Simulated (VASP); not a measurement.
Here is the system:

```
CELL_PARAMETERS angstrom
      1.60781    -2.78480     0.00000
      1.60781     2.78480     0.00000
      0.00000     0.00000     5.17650
ATOMIC_POSITIONS crystal
  Zr 0.33333 0.66667 0.25000
  Zr 0.66667 0.33333 0.75000
```

All values below come from PBE GGA with D3 dispersion (zero damping), VASP's PBE PAW potentials (set 64) (plane waves; VASP). Numerical set-up: 520 eV cut-off, 13×13×7 Γ-centred mesh, first-order Methfessel-Paxton smearing of 0.10 eV, potentials Zr_sv.

**Question.** Give the stress tensor in GPa (positive for a compressed cell).

**Answer.** 
```
-2.74   0.00   0.00
 0.00  -2.74   0.00
 0.00   0.00  -2.80
```
The pressure is its mean diagonal, -2.76 GPa.

The compound is Zr in the hcp structure. This cell is one point of a volume scan, at 1.03 of the reference volume.
